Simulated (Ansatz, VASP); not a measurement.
# Cross-check of KTaSe3 between VASP and Ansatz, part 3 of 3

Aim: how closely do two programs agree when they are given the same cell, functional and k mesh? The cell is generated by rule, not measured, and may not be a known phase. The cell is taken from a series of runs on this material, whose earlier steps may have relaxed, scaled, displaced or heated it; both programs get it as it stands.

VASP 6.6.1 and Ansatz 0.2.0.

So far: The starting structure; Ansatz: zone-centre phonons, LDA; VASP: zone-centre phonons, LDA.

## 3. VASP: zone-centre phonons, LDA (continued)

Level of this step: LDA; plane waves and PAW (K_sv, Ta_pv, Se); invented cell (VASP).

Numbers of over 12 decimals in the logs are rounded to 6 here.

Parts of OUTCAR (step 3):

```text
ion  position               nearest neighbor table
   1  0.500  0.500  0.500-
   2  0.000  0.000  0.000-   3 2.50   4 2.50   5 2.50   5 2.50   4 2.50   3 2.50
   3  0.500  0.000  0.000-   2 2.50   2 2.50
   4  0.000  0.500  0.000-   2 2.50   2 2.50
   5  0.000  0.000  0.500-   2 2.50   2 2.50

  LATTYP: Found a simple cubic cell.
 ALAT       =     4.9981413134

 Subroutine GETGRP returns: Found 48 space group operations
 (whereof 48 operations were pure point group operations)

The static configuration has the point symmetry O_h .

 Found     20 irreducible k-points:

   k-points           NKPTS =     20   k-points in BZ     NKDIM =     20   number of bands    NBANDS=     25

   dimension x,y,z NGX =    36 NGY =   36 NGZ =   36
   dimension x,y,z NGXF=    72 NGYF=   72 NGZF=   72

   ENCUT  =  500.0 eV  36.75 Ry    6.06 a.u.   9.11  9.11  9.11*2*pi/ulx,y,z

   NELECT =      38.0000    total number of electrons

 k-points in reciprocal lattice and weights: Automatic mesh
   0.00000000  0.00000000  0.00000000       0.005
   0.16666667  0.00000000  0.00000000       0.028
   0.33333333  0.00000000  0.00000000       0.028
   0.50000000  0.00000000  0.00000000       0.014
   0.16666667  0.16666667  0.00000000       0.056
   0.33333333  0.16666667  0.00000000       0.111
   0.50000000  0.16666667  0.00000000       0.056
   0.33333333  0.33333333  0.00000000       0.056
   0.50000000  0.33333333  0.00000000       0.056
[...]
0.50000000  0.50000000  0.33333333       0.028
   0.50000000  0.50000000  0.50000000       0.005

 average (electrostatic) potential at core
       1 -33.5843       2 -41.4366       3 -61.1154       4 -61.1154       5 -61.1154

  Total        0.2647308      0.2647308      0.2647308      0.0000000     -0.0000000     -0.0000000
  in kB        3.3969528      3.3969528      3.3969528      0.0000000     -0.0000000     -0.0000000
  external PRESSURE =       3.3969528 kB  Pullay stress =       0.0000000 kB

  energy-cutoff  :      500.00
  volume of cell :      124.86
      direct lattice vectors                 reciprocal lattice vectors
     4.998141313  0.000000000  0.000000000     0.200074375  0.000000000  0.000000000
     0.000000000  4.998141313  0.000000000     0.000000000  0.200074375  0.000000000
     0.000000000  0.000000000  4.998141313     0.000000000  0.000000000  0.200074375

 POSITION                                       TOTAL-FORCE (eV/Angst)
 -----------------------------------------------------------------------------------
      2.49907      2.49907      2.49907         0.000000      0.000000      0.000000
      0.00000      0.00000      0.00000         0.000000      0.000000      0.000000
      2.49907      0.00000      0.00000         0.000000      0.000000      0.000000
      0.00000      2.49907      0.00000         0.000000      0.000000      0.000000
      0.00000      0.00000      2.49907         0.000000      0.000000      0.000000
 -----------------------------------------------------------------------------------
    total drift:                                0.000000      0.000000      0.000000

 Eigenvectors and eigenvalues of the dynamical matrix
 ----------------------------------------------------

   1 f  =    7.040856 THz    44.239006 2PiTHz  234.857692 cm-1    29.118630 meV
             X         Y         Z           dx          dy          dz
      2.499071  2.499071  2.499071    -0.009435   -0.000217   -0.000000
      0.000000  0.000000  0.000000     0.302287    0.006961    0.000000
      2.499071  0.000000  0.000000    -0.898852    0.005151   -0.000000
      0.000000  2.499071  0.000000     0.223683   -0.020700    0.000000
      0.000000  0.000000  2.499071     0.223683    0.005151    0.000000

   2 f  =    7.040856 THz    44.239006 2PiTHz  234.857692 cm-1    29.118630 meV
             X         Y         Z           dx          dy          dz
      2.499071  2.499071  2.499071    -0.000217    0.009435   -0.000000
      0.000000  0.000000  0.000000     0.006961   -0.302287    0.000000
      2.499071  0.000000  0.000000    -0.020700   -0.223683    0.000000
      0.000000  2.499071  0.000000     0.005151    0.898852    0.000000
      0.000000  0.000000  2.499071     0.005151   -0.223683    0.000000

   3 f  =    7.040856 THz    44.239006 2PiTHz  234.857692 cm-1    29.118630 meV
             X         Y         Z           dx          dy          dz
      2.499071  2.499071  2.499071     0.000000   -0.000000    0.009438
      0.000000  0.000000  0.000000    -0.000000    0.000000   -0.302367
      2.499071  0.000000  0.000000     0.000000    0.000000   -0.223742
      0.000000  2.499071  0.000000    -0.000000   -0.000000   -0.223742
      0.000000  0.000000  2.499071    -0.000000    0.000000    0.899091

   4 f  =    2.470247 THz    15.521021 2PiTHz   82.398578 cm-1    10.216117 meV
             X         Y         Z           dx          dy          dz
      2.499071  2.499071  2.499071     0.511247   -0.423639   -0.432311
      0.000000  0.000000  0.000000     0.145388   -0.120474   -0.122940
      2.499071  0.000000  0.000000    -0.081962    0.208930    0.213207
      0.000000  2.499071  0.000000    -0.252137    0.067917    0.213207
      0.000000  0.000000  2.499071    -0.252137    0.208930    0.069308

   5 f  =    2.470247 THz    15.521021 2PiTHz   82.398578 cm-1    10.216117 meV
             X         Y         Z           dx          dy          dz
      2.499071  2.499071  2.499071     0.490590    0.621470   -0.028837
      0.000000  0.000000  0.000000     0.139514    0.176733   -0.008201
      2.499071  0.000000  0.000000    -0.078651   -0.306497    0.014222
      0.000000  2.499071  0.000000    -0.241949   -0.099633    0.014222
      0.000000  0.000000  2.499071    -0.241949   -0.306497    0.004623

   6 f  =    2.470247 THz    15.521021 2PiTHz   82.398578 cm-1    10.216117 meV
             X         Y         Z           dx          dy          dz
      2.499071  2.499071  2.499071     0.354519   -0.249079    0.663334
      0.000000  0.000000  0.000000     0.100818   -0.070833    0.188638
      2.499071  0.000000  0.000000    -0.056836    0.122841   -0.327143
      0.000000  2.499071  0.000000    -0.174842    0.039932   -0.327143
      0.000000  0.000000  2.499071    -0.174842    0.122841   -0.106345

   7 f  =    2.125991 THz    13.357993 2PiTHz   70.915415 cm-1     8.792387 meV
             X         Y         Z           dx          dy          dz
      2.499071  2.499071  2.499071     0.000000    0.000000   -0.000000
      0.000000  0.000000  0.000000     0.000000   -0.000000   -0.000000
      2.499071  0.000000  0.000000     0.000000   -0.431110   -0.145249
      0.000000  2.499071  0.000000     0.541338    0.000000    0.145249
      0.000000  0.000000  2.499071    -0.541338    0.431110    0.000000

   8 f  =    2.125991 THz    13.357993 2PiTHz   70.915415 cm-1     8.792387 meV
             X         Y         Z           dx          dy          dz
      2.499071  2.499071  2.499071     0.000000    0.000000   -0.000000
      0.000000  0.000000  0.000000     0.000000    0.000000    0.000000
      2.499071  0.000000  0.000000    -0.000000    0.099577    0.652237
      0.000000  2.499071  0.000000     0.254305   -0.000000   -0.652237
      0.000000  0.000000  2.499071    -0.254305   -0.099577   -0.000000

   9 f  =    2.125991 THz    13.357993 2PiTHz   70.915415 cm-1     8.792387 meV
             X         Y         Z           dx          dy          dz
      2.499071  2.499071  2.499071     0.000000   -0.000000    0.000000
      0.000000  0.000000  0.000000     0.000000    0.000000    0.000000
      2.499071  0.000000  0.000000    -0.000000    0.551569   -0.231278
      0.000000  2.499071  0.000000     0.377203    0.000000    0.231278
      0.000000  0.000000  2.499071    -0.377203   -0.551569    0.000000

  10 f  =    1.524116 THz     9.576300 2PiTHz   50.839021 cm-1     6.303232 meV
             X         Y         Z           dx          dy          dz
      2.499071  2.499071  2.499071    -0.000611   -0.015398    0.534091
      0.000000  0.000000  0.000000     0.000774    0.019510   -0.676740
      2.499071  0.000000  0.000000     0.000064   -0.010249    0.355509
      0.000000  2.499071  0.000000    -0.000407    0.001622    0.355509
      0.000000  0.000000  2.499071    -0.000407   -0.010249   -0.056257

  11 f  =    1.524116 THz     9.576300 2PiTHz   50.839021 cm-1     6.303232 meV
             X         Y         Z           dx          dy          dz
      2.499071  2.499071  2.499071     0.533581   -0.027976   -0.000196
      0.000000  0.000000  0.000000    -0.676093    0.035448    0.000248
      2.499071  0.000000  0.000000    -0.056203   -0.018622   -0.000131
      0.000000  2.499071  0.000000     0.355169    0.002947   -0.000131
      0.000000  0.000000  2.499071     0.355169   -0.018622    0.000021

  12 f  =    1.524116 THz     9.576300 2PiTHz   50.839021 cm-1     6.303232 meV
             X         Y         Z           dx          dy          dz
      2.499071  2.499071  2.499071     0.027970    0.533358    0.015408
      0.000000  0.000000  0.000000    -0.035440   -0.675812   -0.019524
      2.499071  0.000000  0.000000    -0.002946    0.355021    0.010256
      0.000000  2.499071  0.000000     0.018618   -0.056180    0.010256
      0.000000  0.000000  2.499071     0.018618    0.355021   -0.001623

  13 f/i=    0.010994 THz     0.069079 2PiTHz    0.366730 cm-1     0.045469 meV
             X         Y         Z           dx          dy          dz
      2.499071  2.499071  2.499071    -0.219289    0.196424    0.003792
      0.000000  0.000000  0.000000    -0.470736    0.421653    0.008140
      2.499071  0.000000  0.000000    -0.309195    0.275692    0.005322
      0.000000  2.499071  0.000000    -0.307785    0.276955    0.005322
      0.000000  0.000000  2.499071    -0.307785    0.275692    0.005346

  14 f/i=    0.010994 THz     0.069079 2PiTHz    0.366730 cm-1     0.045469 meV
             X         Y         Z           dx          dy          dz
      2.499071  2.499071  2.499071    -0.196442   -0.219149   -0.008270
      0.000000  0.000000  0.000000    -0.421691   -0.470437   -0.017752
      2.499071  0.000000  0.000000    -0.276981   -0.307589   -0.011607
      0.000000  2.499071  0.000000    -0.275718   -0.308999   -0.011607
      0.000000  0.000000  2.499071    -0.275718   -0.307589   -0.011660

  15 f/i=    0.010994 THz     0.069079 2PiTHz    0.366730 cm-1     0.045469 meV
             X         Y         Z           dx          dy          dz
      2.499071  2.499071  2.499071     0.002695    0.008689   -0.294281
      0.000000  0.000000  0.000000     0.005785    0.018653   -0.631718
      2.499071  0.000000  0.000000     0.003800    0.012196   -0.413041
      0.000000  2.499071  0.000000     0.003782    0.012252   -0.413041
      0.000000  0.000000  2.499071     0.003782    0.012196   -0.414934

 ELASTIC MODULI CONTR FROM IONIC RELAXATION (kBar)
 Direction    XX          YY          ZZ          XY          YZ          ZX
 --------------------------------------------------------------------------------
 XX           0.0000      0.0000      0.0000      0.0000      0.0000      0.0000
 YY           0.0000      0.0000      0.0000      0.0000      0.0000      0.0000
 ZZ           0.0000      0.0000      0.0000      0.0000      0.0000      0.0000
 XY           0.0000      0.0000      0.0000      0.0000      0.0000      0.0000
 YZ           0.0000      0.0000      0.0000      0.0000      0.0000      0.0000
 ZX           0.0000      0.0000      0.0000      0.0000      0.0000      0.0000
 --------------------------------------------------------------------------------
```

## 4. Differences

Known differences besides the potentials themselves: the two LDA forms differ slightly; the data sets hold 70 valence electrons in Ansatz (on its default PAW (the set named soft_2) files) and 38 in VASP; the cutoff is 420 eV in Ansatz and 500 eV in VASP; VASP's log shows a relativistic correction to its local exchange, Ansatz's none. Total energies have different zeros and are not compared.

Compared:

```
                    quantity  Ansatz   VASP  difference
  optical mode 1 to 3 (cm⁻¹)    52.0   50.8     +2.22 %
  optical mode 4 to 6 (cm⁻¹)    70.8   70.9     -0.12 %
  optical mode 7 to 9 (cm⁻¹)    81.2   82.4     -1.44 %
optical mode 10 to 12 (cm⁻¹)   232.2  234.9     -1.13 %
```

Modes are paired by rising frequency, not by their patterns, so a pair may set unlike modes beside each other; they are those without the splitting of longitudinal modes.

## 5. Summary of results

| Item | Value |
| --- | --- |
| r.m.s. difference of the optical zone-centre modes, each program's sorted by frequency (zone-centre phonons, LDA) | 1.6 cm⁻¹ |
| difference in optical mode 1 to 3 (zone-centre phonons, LDA) | +2.2 % |

What this shows: The r.m.s. difference of the optical zone-centre modes, each program's sorted by frequency is 1.6 cm⁻¹ (zone-centre phonons, LDA). The data sets hold unlike numbers of valence electrons (70 in Ansatz and 38 in VASP), so part of the differences comes from the potentials. Among the rows given in per cent, the largest difference of the zone-centre phonons, LDA pair is in optical mode 1 to 3, +2.2 %. How closely two codes agree says nothing of how well the functional describes the real material.

[Lines on the potential files, build, host, timing and source positions are cut from VASP's logs without a mark.]

[Logs are printed without paths, hosts, clocks, repeated set-up lines and the standing remarks that a program may print on its own settings, such as how far it seeks lower states.]

[Hosts, paths, dates, database ids (printed as entryN), source tags and the programs' standing remarks are cut or masked in the printed files.]
